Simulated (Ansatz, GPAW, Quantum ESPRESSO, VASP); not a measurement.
# Code comparison for NiPbF6 (R-3, 8 atoms in the cell)

Self-consistent single point, at a second geometry (lattice scaled by 0.98). First geometry:

```xyz
8
Lattice="2.5819 1.4906 4.8073 -2.5819 1.4906 4.8073 0.0000 -2.9813 4.8073" Properties=species:S:1:pos:R:3 pbc="T T T"
Ni     0.0000     0.0000     0.0000
Pb     0.0000     0.0000     7.2110
F      0.7853    -1.5500     5.9780
F     -0.7853     1.5500     8.4440
F      0.9497     1.4551     5.9780
F     -0.9497    -1.4551     8.4440
F     -1.7350     0.0949     5.9780
F      1.7350    -0.0949     8.4440
```
Moments meant for the start (each program seeds them in its own way; μB, in the order of the atoms Ni Pb F F F F F F): 2.0 0.0 0.0 0.0 0.0 0.0 0.0 0.0.

Shared settings, as Ansatz (an electronic-structure program) writes them: kpoints.mp_grid.grid = 3 3 3; scf.occupations.method = fermi_dirac; scf.occupations.width = 0.02 eV. Potentials and cutoffs stand in the table.

```json
[
 {"code": "Ansatz", "model": "PBEsol, PAW files made with PBE", "ΔF from the first geometry (meV/atom)": "-5.9", "pressure (GPa)": "1.66", "largest force (eV/Å)": "0.387", "gap on the mesh (eV)": "–", "size of the net moment (μB/atom)": "0.25", "cutoff": "default"},
 {"code": "GPAW", "model": "PBEsol, GPAW PAW datasets PBEsol (made by gpaw-setup)", "ΔF from the first geometry (meV/atom)": "-3.7", "pressure (GPa)": "–", "largest force (eV/Å)": "0.197", "gap on the mesh (eV)": "0.329", "size of the net moment (μB/atom)": "0.25", "cutoff": "900 eV"},
 {"code": "Quantum ESPRESSO", "model": "PBEsol, PseudoDojo standard norm-conserving (PBESOL) pseudopotentials", "ΔF from the first geometry (meV/atom)": "-7.4", "pressure (GPa)": "1.74", "largest force (eV/Å)": "0.374", "gap on the mesh (eV)": "0.348", "size of the net moment (μB/atom)": "0.25", "cutoff": "100 Ry"},
 {"code": "VASP", "model": "PBEsol, VASP's PBE PAW potentials (set 64)", "ΔF from the first geometry (meV/atom)": "-5.7", "pressure (GPa)": "-8.52", "largest force (eV/Å)": "0.383", "gap on the mesh (eV)": "0.422", "size of the net moment (μB/atom)": "0.25", "cutoff": "400 eV"}
]
```

For Ansatz (by 0.4 GPa) and VASP (by 10.4 GPa) the energy change implies a higher mean pressure, against the two pressures, than for the other programs: a sign of finite-basis (Pulay) stress.

A dash marks a value that a program does not give, or that is left out as unsure.

No gap is tabulated for Ansatz: it is not read from that output, or partly filled or unconverged empty levels leave it unsure.

Gaps are read on the mesh.

On Ansatz's run: spin-orbit coupling is off. With one magnetic atom in the cell only a parallel order is possible.

The spread over the programs that give each value: ΔF from the first geometry within 3.7 meV/atom; pressure within 10.26 GPa; largest force within 0.190 eV/Å; gap on the mesh within 0.093 eV; size of the net moment within 0.00 μB/atom.

Ansatz's pressure is given at a fixed set of plane waves, as the other plane-wave codes print theirs; with its correction for the finite basis it is 2.11 GPa (the shift of 0.45 GPa shows how far the cutoff is from converged). The pressure of GPAW is left out: its cutoff lies under the one at which its stress was checked. In the pressure, VASP (by 10.18) lies more than 1 GPa from the median of the plane-wave programs. In the force vectors, GPAW (by 0.200) lies more than 0.08 eV/Å from the median of the plane-wave programs.

The shared mesh is coarse (it stands for a supercell whose shortest vector is 15 Å), so the values are not converged in it.

VASP's run is marked for a possible Pulay error in its stress at this cutoff; no cutoff test was made.

The starting cell comes from a database of computed structures (which also holds hypothetical and non-ambient phases and stackings), without a prior relaxation at this level. Its lattice was rescaled by a random factor within 2.5 % of one. For this run, on top of that: lattice scaled by 0.98.

Left out of this page: CP2K, Elk, FLEUR and SIESTA (not drawn, or without a comparable value).

Keys are those of Ansatz 0.2.
